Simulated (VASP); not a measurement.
# HPbNO4 (P1) in VASP: reference runs

Reference runs on HPbNO4: the cell as given and a disturbed copy, then over a range of volumes.

All numbers are computed with VASP 6.6.1; they aren't measurements. Logs are shortened: lines on timing, memory, paths and dates and some standing lists are left out, and cuts for length are marked.

**1. Starting point**

The typed cell holds 7 atoms: a = 4.204 Å, b = 4.339 Å, c = 6.729 Å, α = 71.95°, β = 72.29°, γ = 62.23°.

The cell was built by a generator and needn't be a form met in nature.

**2. Single point, PBE**

INCAR

```
SYSTEM = HPbNO4
PREC = Accurate
ENCUT = 520
EDIFF = 1E-7
ISMEAR = -1
SIGMA = 0.05
LREAL = .False.
LASPH = .True.
NELM = 60
ALGO = Normal
ISIF = 2
LWAVE = .False.
LCHARG = .False.
GGA = PE
NBANDS = 31
KPAR = 4
```

KPOINTS

```
Automatic mesh
0
Gamma
  7 7 5
  0 0 0
```

POSCAR

```
HPbNO4
1.0
    4.1992300000      0.1111700000      0.1681700000
    1.9160000000      3.8913200000      0.1256800000
    1.7608500000      1.2525900000      6.3726600000
H Pb N O
1 1 1 4
Direct
    0.8914500000      0.6820200000      0.6279600000
    0.1442600000      0.9287200000      0.8835200000
    0.2567000000      0.2886100000      0.3017100000
    0.8310800000      0.6505600000      0.7840500000
    0.3869400000      0.2238000000      0.1129500000
    0.3110400000      0.0357600000      0.4585600000
    0.0772600000      0.6063300000      0.3227500000
```

Potentials or basis: VASP PAW PBE potentials, release 64 (H, Pb_d, N, O).

On the command line:

```
> cat potpaw_PBE.64/H/POTCAR potpaw_PBE.64/Pb_d/POTCAR potpaw_PBE.64/N/POTCAR potpaw_PBE.64/O/POTCAR > POTCAR
> mpirun -np 4 vasp_std > vasp.out
```

OUTCAR:

```text
SYSTEM = HPbNO4
   PREC = Accurate
   ENCUT = 520
   EDIFF = 1E-7
   ISMEAR = -1
   LREAL = .False.
   LASPH = .True.
   NELM = 60
   ISIF = 2
   GGA = PE

 ion  position               nearest neighbor table
   1  0.891  0.682  0.628-   4 0.98
   2  0.144  0.929  0.884-   4 2.48   4 2.51   6 2.67   4 2.72   5 2.81   7 2.84   5 2.91   5 2.93

   3  0.257  0.289  0.302-   6 1.25   7 1.26   5 1.28
   4  0.831  0.651  0.784-   1 0.98   2 2.48   2 2.51   2 2.72
   5  0.387  0.224  0.113-   3 1.28   2 2.81   2 2.91   2 2.93
   6  0.311  0.036  0.459-   3 1.25   2 2.67
   7  0.077  0.606  0.323-   3 1.26   2 2.84

  LATTYP: Found a triclinic cell.
 ALAT       =     6.7290690222
 B/A-ratio  =     1.0080435208
 C/A-ratio  =     0.6247619357
 COS(alpha) =     0.0037064377
 COS(beta)  =     0.3041824545
 COS(gamma) =     0.7937729759

  Lattice vectors:

 A1 = (   1.7608500000,   1.2525900000,   6.3726600000)
 A2 = (  -0.1551500000,  -2.6387300000,   6.2469800000)
 A3 = (   4.1992300000,   0.1111700000,   0.1681700000)

Analysis of symmetry for initial positions (statically):
=====================================================================
 Subroutine PRICEL returns:
 Original cell was already a primitive cell.

 Routine SETGRP: Setting up the symmetry group for a
 triclinic supercell.

 Subroutine GETGRP returns: Found  1 space group operations
 (whereof  1 operations were pure point group operations)
 out of a pool of  2 trial point group operations.

The static configuration has the point symmetry C_1 .

Analysis of symmetry for dynamics (positions and initial velocities):
=====================================================================
 Subroutine PRICEL returns:
 Original cell was already a primitive cell.

 Routine SETGRP: Setting up the symmetry group for a
 triclinic supercell.

 Subroutine GETGRP returns: Found  1 space group operations
 (whereof  1 operations were pure point group operations)
 out of a pool of  2 trial point group operations.

The dynamic configuration has the point symmetry C_1 .

 Subroutine INISYM returns: Found  1 space group operations
 (whereof  1 operations are pure point group operations),
 and found     1 'primitive' translations

----------------------------------------------------------------------------------------

                                     Primitive cell

  volume of cell :     101.3902

  direct lattice vectors                    reciprocal lattice vectors
     4.199230000  0.111170000  0.168170000     0.243027768 -0.118243312 -0.043910244
     1.916000000  3.891320000  0.125680000    -0.004909750  0.261012831 -0.049947232
     1.760850000  1.252590000  6.372660000    -0.006316502 -0.002027272  0.159064151

  length of vectors
     4.204066188  4.339265238  6.729069022     0.273810311  0.265794149  0.159202425

  position of ions in fractional coordinates (direct lattice)
     0.891450000  0.682020000  0.627960000
     0.144260000  0.928720000  0.883520000
     0.256700000  0.288610000  0.301710000
     0.831080000  0.650560000  0.784050000
     0.386940000  0.223800000  0.112950000
     0.311040000  0.035760000  0.458560000
     0.077260000  0.606330000  0.322750000

  ion indices of the primitive-cell ions
   primitive index   ion index
                 1           1
                 2           2
                 3           3
                 4           4
                 5           5
                 6           6
                 7           7

----------------------------------------------------------------------------------------

 KPOINTS: Automatic mesh

Automatic generation of k-mesh.
 Grid dimensions read from file:
 generate k-points for:    7    7    5

 Generating k-lattice:

  Cartesian coordinates                     Fractional coordinates (reciprocal lattice)
     0.034718253 -0.016891902 -0.006272892     0.142857143 -0.000000000 -0.000000000
    -0.000701393  0.037287547 -0.007135319     0.000000000  0.142857143  0.000000000
    -0.001263300 -0.000405454  0.031812830     0.000000000  0.000000000  0.200000000

  Length of vectors
     0.039115759  0.037970593  0.031840485

  Shift w.r.t. Gamma in fractional coordinates (k-lattice)
     0.000000000  0.000000000  0.000000000

 Subroutine IBZKPT returns following result:
 ===========================================

 Found    123 irreducible k-points:

 Following reciprocal coordinates:
            Coordinates               Weight
  0.000000  0.000000  0.000000      1.000000
  0.142857 -0.000000  0.000000      2.000000
  0.285714  0.000000  0.000000      2.000000
  0.428571 -0.000000  0.000000      2.000000
 -0.000000  0.142857  0.000000      2.000000
  0.142857  0.142857  0.000000      2.000000
[... 16 lines left out ...]
 -0.428571  0.428571 -0.000000      2.000000
 -0.285714  0.428571 -0.000000      2.000000
 [... further k-points ...]
   k-points           NKPTS =    123   k-points in BZ     NKDIM =    123   number of bands    NBANDS=     31
   number of dos      NEDOS =    301   number of ions     NIONS =      7
   total plane-waves  NPLWV =  51200
   dimension x,y,z NGX =    32 NGY =   32 NGZ =   50
   dimension x,y,z NGXF=    64 NGYF=   64 NGZF=  100
   ions per type =               1   1   1   4
   NGX,Y,Z   is equivalent  to a cutoff of  12.65, 12.26, 12.35 a.u.
   NGXF,Y,Z  is equivalent  to a cutoff of  25.31, 24.52, 24.71 a.u.
 SYSTEM =  HPbNO4
   PREC   = accura    normal or accurate (medium, high low for compatibility)
   ISTART =      0    job   : 0-new  1-cont  2-samecut
   ICHARG =      2    charge: 1-file 2-atom 10-const
   ISPIN  =      1    spin polarized calculation?
   LNONCOLLINEAR =      F non collinear calculations
   LSORBIT =      F    spin-orbit coupling
   LASPH  =      T    aspherical Exc in radial PAW
   ENCUT  =  520.0 eV  38.22 Ry    6.18 a.u.   7.82  8.07 12.51*2*pi/ulx,y,z
   NELM   =     60;   NELMIN=  2; NELMDL= -5     # of ELM steps
   EDIFF  = 0.1E-06   stopping-criterion for ELM
   LREAL  =      F    real-space projection
   EDIFFG = 0.1E-05   stopping-criterion for IOM
   NSW    =      0    number of steps for IOM
   IBRION =     -1    ionic relax: 0-MD 1-quasi-New 2-CG
   NFREE  =      0    steps in history (QN), initial steepest desc. (CG)
   ISIF   =      2    stress and relaxation
   ISYM   =      2    0-nonsym 1-usesym 2-fastsym
   POTIM  = 0.5000    time-step for ionic-motion
   TEBEG  =    0.0;   TEEND  =   0.0 temperature during run
   PSTRESS=    0.0 pullay stress
   NELECT =      44.0000    total number of electrons
   NUPDOWN=      -1.0000    fix difference up-down
   EMIN   =  10.00;   EMAX   =-10.00  energy-range for DOS
   EFERMI =   0.00;   METHOD = LEGACY
   ISMEAR =    -1;   SIGMA  =   0.05  broadening in eV -4-tet -1-fermi 0-gaus
   EFERMI_NEDOS =   21; number of points for ismear=-14 and -15
   IALGO  =     38    algorithm
   IMIX   =      4    mixing-type and parameters
     AMIX     =   0.40;   BMIX     =  1.00
     AMIX_MAG =   1.60;   BMIX_MAG =  1.00
  volume/ion in A,a.u.               =      14.48        97.74
  Fermi-wavevector in a.u.,A,eV,Ry     =   1.239444  2.342210 20.901576  1.536223
  Thomas-Fermi vector in A             =   2.373927
   LORBIT       =      0    0 simple, 1 ext, 2 COOP (PROOUT), +10 PAW based schemes
   GGA     = PE    functional components
   LHFCALC =     F    Hartree Fock is set to
   AEXX    =    0.0000 exact exchange contribution
   IVDW    =     0    specifies the selected vdW correction
   LEPSILON=     F    determine dielectric tensor
   LRPA    =     F    only Hartree local field effects (RPA)
 non-spin polarized calculation
  energy-cutoff  :      520.00
  volume of cell :      101.39
 maximum number of plane-waves:      2747
   NGX = 15   NGY = 17   NGZ = 25

 number of electron      43.9999999 magnetization

 Free energy of the ion-electron system (eV)
  ---------------------------------------------------
  ext. energy  EPLUGINS =         0.00000000
  ---------------------------------------------------
  free energy    TOTEN  =       -40.42863228 eV

  energy without entropy =      -40.42863228  energy(sigma->0) =      -40.42863228

 E-fermi :   2.0156     XC(G=0):  -8.6161

 val. band max:        0.9149230091   @ k =  -0.2857   0.2857   0.4000
 cond. band min:       3.7044088658   @ k =  -0.2857   0.4286   0.4000
 fundamental gap:      2.7894858567
 Fermi energy:         2.0156490472

 k-point     1 :       0.0000    0.0000    0.0000
  band No.  band energies     occupation
      1     -25.0494      2.00000
      2     -19.6404      2.00000
      3     -19.3115      2.00000
      4     -16.7633      2.00000
      5     -14.4380      2.00000
      6     -14.4181      2.00000
[... 23 lines left out ...]
     30      12.4356      0.00000
     31      13.0522      0.00000

 k-point     2 :       0.1429   -0.0000    0.0000
  band No.  band energies     occupation
      1     -25.0443      2.00000
      2     -19.6489      2.00000
      3     -19.3140      2.00000
      4     -16.7595      2.00000
      5     -14.4429      2.00000
      6     -14.4325      2.00000
[... 23 lines left out ...]
     30      12.0091      0.00000
     31      12.5278      0.00000

 k-point     3 :       0.2857    0.0000    0.0000
  band No.  band energies     occupation
      1     -25.0328      2.00000
      2     -19.6690      2.00000
      3     -19.3184      2.00000
      4     -16.7527      2.00000
      5     -14.4494      2.00000
      6     -14.4348      2.00000
[... 23 lines left out ...]
     30      11.5426      0.00000
     31      12.5101      0.00000

 k-point     4 :       0.4286   -0.0000    0.0000
  band No.  band energies     occupation
      1     -25.0236      2.00000
      2     -19.6860      2.00000
      3     -19.3208      2.00000
      4     -16.7491      2.00000
      5     -14.4507      2.00000
      6     -14.4349      2.00000
[... 23 lines left out ...]
     30      11.1295      0.00000
     31      12.3768      0.00000

 k-point     5 :      -0.0000    0.1429    0.0000
  band No.  band energies     occupation
      1     -25.0410      2.00000
      2     -19.6606      2.00000
      3     -19.3168      2.00000
      4     -16.7599      2.00000
      5     -14.4422      2.00000
      6     -14.4211      2.00000
[... 23 lines left out ...]
     30      12.1897      0.00000
     31      12.8033      0.00000
[... 542 lines left out ...]
     30      11.3873      0.00000
     31      12.6852      0.00000

 k-point    22 :       0.4286    0.4286    0.0000
  band No.  band energies     occupation
      1     -25.0219      2.00000
      2     -19.6889      2.00000
      3     -19.3200      2.00000
      4     -16.7493      2.00000
      5     -14.4423      2.00000
      6     -14.4402      2.00000
[... 23 lines left out ...]
     30      12.2234      0.00000
     31      12.5636      0.00000

 k-point    23 :      -0.4286    0.4286   -0.0000
  band No.  band energies     occupation
      1     -25.0178      2.00000
      2     -19.6995      2.00000
      3     -19.3217      2.00000
      4     -16.7487      2.00000
      5     -14.4448      2.00000
      6     -14.4362      2.00000
[... 23 lines left out ...]
     30      11.9162      0.00000
     31      12.4105      0.00000

 k-point    24 :      -0.2857    0.4286   -0.0000
  band No.  band energies     occupation
      1     -25.0106      2.00000
      2     -19.7257      2.00000
      3     -19.3260      2.00000
      4     -16.7482      2.00000
      5     -14.4456      2.00000
      6     -14.4312      2.00000
[... 23 lines left out ...]
     30      11.1528      0.00000
     31      12.2944      0.00000

 [... further k-points ...]
[... 5 lines left out ...]
  --------------------------------------------------------------------------------------
  -------------------------------------------------------------------------------------
  Total       -0.1395047      0.6159538      0.6391067     -0.0370150     -0.0602058     -0.0212637
  in kB       -2.2044668      9.7333592     10.0992241     -0.5849152     -0.9513772     -0.3360108
  external PRESSURE =       5.8760388 kB  Pullay stress =       0.0000000 kB

 VOLUME and BASIS-vectors are now :
 -----------------------------------------------------------------------------
  energy-cutoff  :      520.00
  volume of cell :      101.39
      direct lattice vectors                 reciprocal lattice vectors
     4.199230000  0.111170000  0.168170000     0.243027768 -0.118243312 -0.043910244
     1.916000000  3.891320000  0.125680000    -0.004909750  0.261012831 -0.049947232
     1.760850000  1.252590000  6.372660000    -0.006316502 -0.002027272  0.159064151

 POSITION                                       TOTAL-FORCE (eV/Angst)
 -----------------------------------------------------------------------------------
      6.15590      3.53964      4.23741         0.003481     -0.007633     -0.109354
      3.94095      4.73667      5.77135         0.000818      0.006996      0.001295
      2.16219      1.52953      2.00214         0.006047     -0.046640     -0.084209
      6.11696      3.60602      5.21801        -0.003870      0.005284      0.097971
      2.25254      1.05537      0.81299         0.022346     -0.117559     -0.292057
      2.18210      0.74812      2.97905         0.006223     -0.255880      0.337808
      2.05448      2.77229      2.14597        -0.035045      0.415432      0.048545
 -----------------------------------------------------------------------------------
    total drift:                               -0.000602     -0.000110     -0.000542

  FREE ENERGIE OF THE ION-ELECTRON SYSTEM (eV)
  ---------------------------------------------------
  free  energy   TOTEN  =       -40.4286322781 eV

  energy  without entropy=      -40.4286322781  energy(sigma->0) =      -40.42863228
```

Wall time 3.6 min (4 MPI ranks of Intel Xeon Platinum 8175M at 2.50GHz (Skylake/Cascade Lake), shared host); peak memory 0.47 GiB.

What came out:

| Quantity | Value |
| --- | --- |
| Free energy | -40.4286 eV |
| Pressure | 0.6 GPa |
| Largest force | 0.424 eV/Å |
| Band gap on the k mesh | 2.79 eV, indirect (least direct gap 2.81 eV) |

Forces in eV/Å, atoms in the order of the input:
```
H    0.003 -0.008 -0.109
Pb   0.001  0.007  0.001
N    0.006 -0.047 -0.084
O   -0.004  0.005  0.098
O    0.022 -0.118 -0.292
O    0.006 -0.256  0.338
O   -0.035  0.415  0.049
```

Caveat: the standard files for N, O and F lose accuracy on very short bonds; spin-orbit coupling is left out, which as a rule narrows the gap of such compounds by several tenths of an eV; an odd mesh through Γ misses points on the zone boundary, where band edges often lie.

**3. Single point, PBE (atoms moved at random, drawn with an rms of 0.05 Å)**

INCAR is that of step 2.

KPOINTS is that of step 2.

POSCAR

```
HPbNO4
1.0
    4.1992300000      0.1111700000      0.1681700000
    1.9160000000      3.8913200000      0.1256800000
    1.7608500000      1.2525900000      6.3726600000
H Pb N O
1 1 1 4
Direct
    0.8803710000      0.6708160000      0.6330100000
    0.1431670000      0.9173500000      0.8872320000
    0.2654220000      0.2940130000      0.3016790000
    0.8388650000      0.6433510000      0.7809620000
    0.3807360000      0.2099890000      0.1130200000
    0.3095260000      0.0467670000      0.4579540000
    0.0667080000      0.6029240000      0.3209610000
```

Potentials or basis: VASP PAW PBE potentials, release 64 (H, Pb_d, N, O).

On the command line:

```
> cat potpaw_PBE.64/H/POTCAR potpaw_PBE.64/Pb_d/POTCAR potpaw_PBE.64/N/POTCAR potpaw_PBE.64/O/POTCAR > POTCAR
> mpirun -np 4 vasp_std > vasp.out
```

It took 3.8 min on 4 MPI ranks of Intel Xeon Platinum 8175M at 2.50GHz (Skylake/Cascade Lake), shared host; peak memory 0.47 GiB.

Results (log left out):

```
Free energy            : -40.2164 eV
Pressure               : 2.9 GPa
Largest force          : 2.633 eV/Å
Band gap on the k mesh : 2.79 eV, indirect (least direct gap 2.80 eV)
```

Forces on the atoms (eV/Å):
```
H    0.040 -0.137 -2.547
Pb   0.005  0.025 -0.070
N   -1.629 -1.774 -1.062
O   -0.085  0.183  2.615
O    0.659  0.697  0.102
O    0.649 -0.963  1.253
O    0.363  1.969 -0.291
```

Stress tensor (GPa, compression positive):
```
-0.60 -0.67  0.13
-0.67  3.83 -2.10
 0.13 -2.10  5.53
```

Levels at points of the mesh, in eV from the valence-band top:
```
           k point  band 20  band 21  band 22  band 23  band 24  band 25
(0.00, 0.00, 0.00)    -1.51    -1.29    -0.69     3.45     4.33     5.48
```

Caveat: the standard files for N, O and F lose accuracy on very short bonds; spin-orbit coupling is left out, which as a rule narrows the gap of such compounds by several tenths of an eV; an odd mesh through Γ misses points on the zone boundary, where band edges often lie.

(Part 1 of 2 ends here.)
